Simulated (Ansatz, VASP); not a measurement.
Two plane-wave programs on Mg2Co

```xyz
6
Lattice="0.0000 3.6279 3.6279 3.6279 0.0000 3.6279 3.6279 3.6279 0.0000" Properties=species:S:1:pos:R:3 pbc="T T T"
Mg    4.5349    4.5349    4.5349
Mg    4.5349    2.7209    2.7209
Mg    2.7209    2.7209    4.5349
Mg    2.7209    4.5349    2.7209
Co    0.0000    0.0000    0.0000
Co    1.8139    1.8139    1.8139
```

Alike in both runs: task single point; functional r2SCAN; k mesh 4 × 4 × 4; occupations gaussian, width 0.1 eV; collinear spin.

|  | VASP | Ansatz |
| --- | --- | --- |
| version | VASP 6.6.1 | Ansatz 0.2.0 |
| potentials or method | VASP PAW PBE potentials, release 64 (Mg, Co) | scalar-relativistic, plane waves, PAW |
| plane-wave cutoff (eV) | 520 | 500 |
| valence electrons in the cell | 26 | 74 |

Ansatz gave:

* gap on the k mesh at the Fermi level (eV): none
* pressure (GPa): 8.5
* net moment per atom (μB): 0.54
* size of the moment on the site where the two differ most (μB): 1.93

Problem. Estimate VASP's values.

Solution. gap on the k mesh at the Fermi level (eV): none; pressure (GPa): 8.5; net moment per atom (μB): 0.54; size of the moment on the site where the two differ most (μB): 1.90.

Site moments also hang on the region over which each program counts them. A gap of «none» marks a metal or a gap that the smearing closes. The functional is the same, so the differences come from potentials, cutoffs and numerics. The two sets of potentials don't hold the same shells in valence. Ansatz warned: «lower_free_energy_seen».

Caveats: the k mesh is coarse (spacing up to 0.37 Å⁻¹), so the values aren't converged; the PAW data sets were made with another functional, which shifts forces and pressure a little (VASP).
